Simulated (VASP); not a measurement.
LiF (relaxed from the rock salt structure, space group Fm-3m): computed properties

These are PBEsol GGA, VASP's PBE PAW potentials (set 64) (plane waves; VASP) values and carry that method's errors.

| Quantity | Result |
|---|---|
| space group | Fm-3m (225) |
| cell | a = b = c = 4.000 Å, α = β = γ = 90.00° |
| volume per atom | 8.00 Å^3/atom |
| band gap (over mesh and band path) | 9.11 eV |
| smallest direct gap (over mesh and band path) | 9.11 eV |
| band-edge character | direct, Γ to Γ |
| density | 2.69 g/cm³ |

```yaml
crystal:
  lattice:
    - [0.00000, 2.00010, 2.00010]
    - [2.00010, 0.00000, 2.00010]
    - [2.00010, 2.00010, 0.00000]
  atoms:
    - { symbol: Li, position: [0.00000, 0.00000, 0.00000] }
    - { symbol: F, position: [0.50000, 0.50000, 0.50000] }
```

The structure was generated: LiF was put into the rock salt type (Fm-3m), which need not be its known phase. It was relaxed first. Symmetry was kept, so distortions that lower it aren't found.
